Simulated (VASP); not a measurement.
C (diamond): the bulk modulus from VASP (plane waves, PAW) at several levels of theory. Static lattice, third-order Birch-Murnaghan fit over five volumes.

```tsv
level	bulk modulus (GPa)	error against measurement
LDA	466	+2.5 %
PBE	434	-4.6 %
PBEsol	450	-1.0 %
SCAN	458	+0.7 %
r2SCAN	450	-1.0 %
HSE06	470	+3.4 %
HSEsol	480	+5.6 %
```

Measured: 455 GPa at 0 K (as given by Daniel Mejia-Rodriguez et al., Physical Review B (2018), arXiv:1807.09216; 0 K value with the zero-point phonon effect removed).

The cell of the LDA run:

```
CELL_PARAMETERS angstrom
      0.00000     1.76832     1.76832
      1.76832     0.00000     1.76832
      1.76832     1.76832     0.00000
ATOMIC_POSITIONS crystal
  C  0.00000 0.00000 0.00000
  C  0.25000 0.25000 0.25000
```

Only levels that ran to the end are used. Left out are those held back, those with too coarse a band path, GW runs whose mesh misses a band edge, hybrids' fits of cells that aren't cubic and levels without matching references; a question may draw on a part of the rest.

The compound is C in the diamond structure.
